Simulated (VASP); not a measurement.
All values below come from vdW-DF2, VASP's PBE PAW potentials (set 64) (plane waves; VASP).

VASP ran on this input.

INCAR:
```
AGGAC = 0.0
ALGO = Normal
EDIFF = 1E-6
EDIFFG = -0.01
ENCUT = 520
GGA = ML
IBRION = 2
ISIF = 3
ISMEAR = 1
LASPH = T
LCHARG = F
LMAXMIX = 6
LREAL = F
LUSE_VDW = T
LWAVE = F
NELM = 100
NSW = 60
PREC = Accurate
SIGMA = 0.1
SYSTEM = Re
ZAB_VDW = -1.8867
```

POSCAR:
```
Re
1
    1.3800000000    -2.3902300000     0.0000000000
    1.3800000000     2.3902300000     0.0000000000
    0.0000000000     0.0000000000     4.4600000000
Re
2
Direct
  0.3333330000   0.6666670000   0.2500000000
  0.6666670000   0.3333330000   0.7500000000
```

**KPOINTS**
```
Automatic mesh
0
Gamma
14 14 8
0 0 0
```

POTCAR, in this order: Re (PBE.64 set). Program: vasp_std.

The run wrote:

File OUTCAR:
```
 ion  position               nearest neighbor table
   1  0.333  0.667  0.250-   2 2.74   2 2.74   2 2.74   2 2.74   2 2.74   2 2.74
   2  0.667  0.333  0.750-   1 2.74   1 2.74   1 2.74   1 2.74   1 2.74   1 2.74
  LATTYP: Found a hexagonal cell.
 ALAT       =     2.7599999009
 C/A-ratio  =     1.6159420870
 Subroutine PRICEL returns:
 Original cell was already a primitive cell.
 Subroutine GETGRP returns: Found 24 space group operations
The static configuration has the point symmetry D_3d.
 The point group associated with its full space group is D_6h.
The dynamic configuration has the point symmetry D_3d.
 Subroutine INISYM returns: Found 24 space group operations
 Subroutine IBZKPT returns following result:
 Found    120 irreducible k-points:

 Following reciprocal coordinates:
            Coordinates               Weight
  0.000000  0.000000  0.000000      1.000000
  0.071429  0.000000  0.000000      6.000000
  0.142857 -0.000000  0.000000      6.000000
  0.214286  0.000000  0.000000      6.000000
  0.285714 -0.000000  0.000000      6.000000
  0.357143 -0.000000  0.000000      6.000000
  0.428571  0.000000  0.000000      6.000000
  0.500000 -0.000000  0.000000      3.000000
  0.071429  0.071429  0.000000      6.000000
  0.142857  0.071429  0.000000     12.000000
  0.214286  0.071429  0.000000     12.000000
  0.285714  0.071429  0.000000     12.000000
  0.357143  0.071429  0.000000     12.000000
  0.428571  0.071429  0.000000     12.000000
  0.142857  0.142857  0.000000      6.000000
  0.214286  0.142857  0.000000     12.000000
  0.285714  0.142857  0.000000     12.000000
  0.357143  0.142857  0.000000     12.000000
  0.428571  0.142857  0.000000      6.000000
  0.214286  0.214286  0.000000      6.000000
  0.285714  0.214286  0.000000     12.000000
  0.357143  0.214286  0.000000     12.000000
...
```

OSZICAR:
```
       N       E                     dE             d eps       ncg     rms          rms(c)
DAV:   1     0.373498204935E+02    0.37350E+02   -0.70346E+03  4743   0.158E+03
DAV:   2    -0.107081597407E+02   -0.48058E+02   -0.40981E+02  4134   0.316E+02
DAV:   3    -0.174127506251E+02   -0.67046E+01   -0.54108E+01  4474   0.258E+02
DAV:   4    -0.177773456688E+02   -0.36460E+00   -0.33006E+00  4927   0.274E+01
DAV:   5    -0.177903380229E+02   -0.12992E-01   -0.12522E-01  4593   0.345E+00    0.592E+01
DAV:   6    -0.169247636977E+02    0.86557E+00   -0.76772E-01  4604   0.348E+01    0.244E+01
DAV:   7    -0.166347373701E+02    0.29003E+00   -0.54178E-01  4880   0.272E+01    0.633E-01
DAV:   8    -0.166228335028E+02    0.11904E-01   -0.16133E-02  5214   0.407E+00    0.115E+00
DAV:   9    -0.166227289746E+02    0.10453E-03   -0.93524E-04  4495   0.373E-01    0.515E-02
DAV:  10    -0.166227542054E+02   -0.25231E-04   -0.46920E-05  4968   0.213E-01    0.212E-02
DAV:  11    -0.166227414409E+02    0.12765E-04   -0.68679E-07  2488   0.141E-02    0.114E-02
DAV:  12    -0.166227404372E+02    0.10037E-05   -0.28536E-07  2316   0.244E-02    0.112E-02
DAV:  13    -0.166227406743E+02   -0.23711E-06   -0.18262E-07  2193   0.175E-02
   1 F= -.16622741E+02 E0= -.16622860E+02  d E =-.166227E+02
       N       E                     dE             d eps       ncg     rms          rms(c)
DAV:   1    -0.204478785230E+02   -0.38251E+01   -0.22874E+02  3960   0.569E+02    0.392E+01
DAV:   2    -0.154817244145E+02    0.49662E+01   -0.99407E+00  4398   0.109E+02    0.182E+01
DAV:   3    -0.147894349185E+02    0.69229E+00   -0.41611E+00  4767   0.639E+01    0.461E+00
DAV:   4    -0.147806730361E+02    0.87619E-02   -0.16466E-01  4928   0.103E+01    0.684E-01
DAV:   5    -0.147926726300E+02   -0.12000E-01   -0.22957E-02  4554   0.272E+00    0.124E-01
DAV:   6    -0.147935527373E+02   -0.88011E-03   -0.63125E-03  5110   0.216E+00    0.391E-01
DAV:   7    -0.147933136944E+02    0.23904E-03   -0.12463E-03  5046   0.103E+00    0.333E-02
DAV:   8    -0.147933235691E+02   -0.98747E-05   -0.41650E-05  4780   0.148E-01    0.603E-03
DAV:   9    -0.147933260483E+02   -0.24793E-05   -0.81388E-06  4126   0.316E-02    0.983E-04
DAV:  10    -0.147933258734E+02    0.17497E-06   -0.10244E-07  2103   0.984E-03
   2 F= -.14793326E+02 E0= -.14793530E+02  d E =0.182941E+01
       N       E                     dE             d eps       ncg     rms          rms(c)
DAV:   1    -0.189960016362E+02   -0.42027E+01   -0.68146E+02  2640   0.193E+03    0.662E+01
DAV:   2    -0.177327766859E+02    0.12632E+01   -0.86078E+00  4281   0.103E+02    0.101E+01
DAV:   3    -0.169138683804E+02    0.81891E+00   -0.14083E+00  4329   0.437E+01    0.845E+00
DAV:   4    -0.168381126938E+02    0.75756E-01   -0.16822E-01  4751   0.139E+01    0.548E+00
DAV:   5    -0.168315032850E+02    0.66094E-02   -0.60694E-02  4865   0.858E+00    0.633E-01
DAV:   6    -0.168320418174E+02   -0.53853E-03   -0.14779E-03  5158   0.123E+00    0.407E-02
DAV:   7    -0.168320650208E+02   -0.23203E-04   -0.53488E-05  4564   0.145E-01    0.173E-02
DAV:   8    -0.168320690607E+02   -0.40399E-05   -0.55764E-07  2348   0.400E-02    0.320E-03
DAV:   9    -0.168320711043E+02   -0.20436E-05   -0.50422E-07  2037   0.232E-02    0.211E-03
DAV:  10    -0.168320711301E+02   -0.25783E-07   -0.32864E-07  1890   0.335E-02
   3 F= -.16832071E+02 E0= -.16832389E+02  d E =-.209330E+00
       N       E                     dE             d eps       ncg     rms          rms(c)
DAV:   1    -0.168383755000E+02   -0.63044E-02   -0.36503E-01  2648   0.378E+01    0.188E+00
DAV:   2    -0.168365247309E+02    0.18508E-02   -0.48773E-03  4517   0.247E+00    0.535E-01
DAV:   3    -0.168357939138E+02    0.73082E-03   -0.16037E-03  4447   0.150E+00    0.161E-01
DAV:   4    -0.168357836437E+02    0.10270E-04   -0.52733E-05  5130   0.193E-01    0.662E-02
DAV:   5    -0.168357809150E+02    0.27287E-05   -0.40374E-05  4949   0.216E-01    0.429E-03
DAV:   6    -0.168357805705E+02    0.34455E-06   -0.96023E-08  1641   0.729E-03
   4 F= -.16835781E+02 E0= -.16836093E+02  d E =-.213040E+00
       N       E                     dE             d eps       ncg     rms          rms(c)
DAV:   1    -0.168358936251E+02   -0.11271E-03   -0.96260E-03  2660   0.610E+00    0.311E-01
DAV:   2    -0.168358483931E+02    0.45232E-04   -0.13068E-04  4478   0.411E-01    0.913E-02
DAV:   3    -0.168358309413E+02    0.17452E-04   -0.43383E-05  4445   0.247E-01    0.256E-02
DAV:   4    -0.168358309108E+02    0.30493E-07   -0.27625E-07  1509   0.298E-02
   5 F= -.16835831E+02 E0= -.16836142E+02  d E =-.213090E+00
```

File OUTCAR:
```
------------------------ aborting loop because EDIFF is reached ----------------------------------------
  FORCE on cell =-STRESS in cart. coord.  units (eV):
  Direction    XX          YY          ZZ          XY          YZ          ZX
  --------------------------------------------------------------------------------------
  Total        0.0160796      0.0160796      0.0094331      0.0000000      0.0000000      0.0000000
  in kB        0.8084474      0.8084473      0.4742722      0.0000000      0.0000000      0.0000000
  external PRESSURE =       0.6970556 kB  Pullay stress =       0.0000000 kB
  volume of cell :       31.87
      direct lattice vectors                 reciprocal lattice vectors
     1.416962090 -2.454250208  0.000000000     0.352867592 -0.203728209  0.000000000
     1.416962090  2.454250208  0.000000000     0.352867592  0.203728209 -0.000000000
     0.000000000  0.000000000  4.581716216    -0.000000000 -0.000000000  0.218258825
 POSITION                                       TOTAL-FORCE (eV/Angst)
 -----------------------------------------------------------------------------------
      1.41696      0.81809      1.14543         0.000000      0.000000      0.000000
      1.41696     -0.81809      3.43629        -0.000000     -0.000000      0.000000
 -----------------------------------------------------------------------------------
    total drift:                               -0.000000      0.000018     -0.000017
  FREE ENERGIE OF THE ION-ELECTRON SYSTEM (eV)
  ---------------------------------------------------
  free  energy   TOTEN  =       -16.8358309108 eV

  energy  without entropy=      -16.8367644010  energy(sigma->0) =      -16.83614207

 reached required accuracy - stopping structural energy minimisation
```
(Selected blocks of OUTCAR.)

CONTCAR:
```
Re
   1.00000000000000
     1.4169620897736679   -2.4542502082459845    0.0000000000000000
     1.4169620897736679    2.4542502082459845    0.0000000000000000
     0.0000000000000000    0.0000000000000000    4.5817162157428291
  Re
     2
Direct
     0.3333330000000032    0.6666669999999968    0.2500000000000000
     0.6666669999999968    0.3333330000000032    0.7500000000000000
```

Energy and stress use the plane-wave basis of the starting cell.

The compound is Re in the hcp structure. This run relaxes it. Symmetry was kept, so distortions that lower it aren't found.
